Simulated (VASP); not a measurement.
Output of a VASP run:

### OSZICAR
```
       N       E                     dE             d eps       ncg     rms          rms(c)
DAV:   1     0.446132044797E+02    0.44613E+02   -0.65321E+03  2610   0.114E+03
DAV:   2    -0.123512524021E+02   -0.56964E+02   -0.56173E+02  3276   0.245E+02
DAV:   3    -0.130204290927E+02   -0.66918E+00   -0.64737E+00  3077   0.264E+01
DAV:   4    -0.130244595676E+02   -0.40305E-02   -0.40288E-02  2905   0.167E+00
DAV:   5    -0.130244864157E+02   -0.26848E-04   -0.26848E-04  2967   0.119E-01    0.148E+01
DAV:   6    -0.126566351043E+02    0.36785E+00   -0.39106E-01  2714   0.756E+00    0.732E+00
DAV:   7    -0.125421444836E+02    0.11449E+00   -0.32251E-01  2745   0.650E+00    0.399E-01
DAV:   8    -0.125403440487E+02    0.18004E-02   -0.45730E-03  2787   0.893E-01    0.107E-01
DAV:   9    -0.125403131477E+02    0.30901E-04   -0.12164E-04  2798   0.140E-01    0.278E-02
DAV:  10    -0.125403110686E+02    0.20791E-05   -0.38446E-06  3081   0.271E-02    0.449E-03
DAV:  11    -0.125403109745E+02    0.94135E-07   -0.15735E-07  1389   0.537E-03
   1 F= -.12000791E+02 E0= -.12000501E+02  d E =-.120008E+02
```

File OUTCAR:
```
------------------------ aborting loop because EDIFF is reached ----------------------------------------
  FORCE on cell =-STRESS in cart. coord.  units (eV):
  Direction    XX          YY          ZZ          XY          YZ          ZX
  --------------------------------------------------------------------------------------
  Total        0.5269085      0.5269085      0.5269085      0.0000000     -0.0000000      0.0000000
  in kB       48.8312200     48.8312200     48.8312200      0.0000000     -0.0000000      0.0000000
  external PRESSURE =      -1.1687800 kB  Pullay stress =      50.0000000 kB
  volume of cell :       17.29
      direct lattice vectors                 reciprocal lattice vectors
    -1.628906158  1.628906158  1.628906158     0.000000000  0.306954454  0.306954454
     1.628906158 -1.628906158  1.628906158     0.306954454  0.000000000  0.306954454
     1.628906158  1.628906158 -1.628906158     0.306954454  0.306954454  0.000000000
 POSITION                                       TOTAL-FORCE (eV/Angst)
 -----------------------------------------------------------------------------------
      0.00000      0.00000      0.00000        -0.000000      0.000000     -0.000000
 -----------------------------------------------------------------------------------
    total drift:                                0.000000      0.000000     -0.000000
  FREE ENERGIE OF THE ION-ELECTRON SYSTEM (eV)
  ---------------------------------------------------
  free  energy   TOTEN  =       -12.5403109745 eV

  energy  without entropy=      -12.5394423163  energy(sigma->0) =      -12.54002142
  enthalpy is  TOTEN    =       -12.0007909002 eV   P V=        0.5395200743

 reached required accuracy - stopping structural energy minimisation
```
(Selected blocks of OUTCAR.)

File POSCAR:
```
Ta
1
   -1.6289061577     1.6289061577     1.6289061577
    1.6289061577    -1.6289061577     1.6289061577
    1.6289061577     1.6289061577    -1.6289061577
Ta
1
Direct
  0.0000000000   0.0000000000   0.0000000000
```

**Question.** Write an INCAR and KPOINTS that could have produced this output.

**Answer.** One answer among several that fit: the input of the run itself, PBEsol GGA, plane waves, VASP's PBE PAW potentials (set 64).

### KPOINTS
```
Automatic mesh
0
Gamma
16 16 16
0 0 0
```

INCAR:
```
ALGO = Normal
EDIFF = 1E-6
EDIFFG = -0.02
ENCUT = 500
GGA = PS
IBRION = 2
ISIF = 3
ISMEAR = 1
LASPH = .TRUE.
LCHARG = .FALSE.
LMAXMIX = 6
LREAL = .FALSE.
LWAVE = .FALSE.
NELM = 100
NSW = 40
PREC = Accurate
PSTRESS = 50
SIGMA = 0.1
SYSTEM = Ta
```

POTCAR, in this order: Ta_pv (PBE.64 set). Program: vasp_std.

The compound is Ta in the bcc structure. It was relaxed first under an external pressure of 5 GPa.
